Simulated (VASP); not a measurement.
GaAs:

```
CELL_PARAMETERS angstrom
0.00000 2.81943 2.84063
2.81943 0.00000 2.84063
2.81943 2.81943 0.00000
ATOMIC_POSITIONS crystal
Ga 0.00000 0.00000 0.00000
As 0.25000 0.25000 0.25000
```

The cell was built by a generator and isn't the measured one.

Program: VASP 6.6.1. Alike in all runs: task single point; spin non-collinear, zero start, SOC; cell as given; k mesh 8 × 8 × 8; cutoff (eV) 520; smearing gaussian 0.02 eV.

Q: Order these runs on this cell by their pressure, lowest first.
A. level r2SCAN; potentials or basis VASP PAW PBE potentials, release 64 (Ga_d, As)
B. level LDA; potentials or basis VASP PAW LDA potentials, release 64 (Ga_d, As)
C. level PBE; potentials or basis VASP PAW PBE potentials, release 64 (Ga_d, As)

A: B (-1.6 GPa), A (0.6 GPa), C (3.5 GPa).

Caveats: the PAW data sets were made with another functional, which shifts forces and pressure a little (some runs).

Not every run made on this cell is shown here.
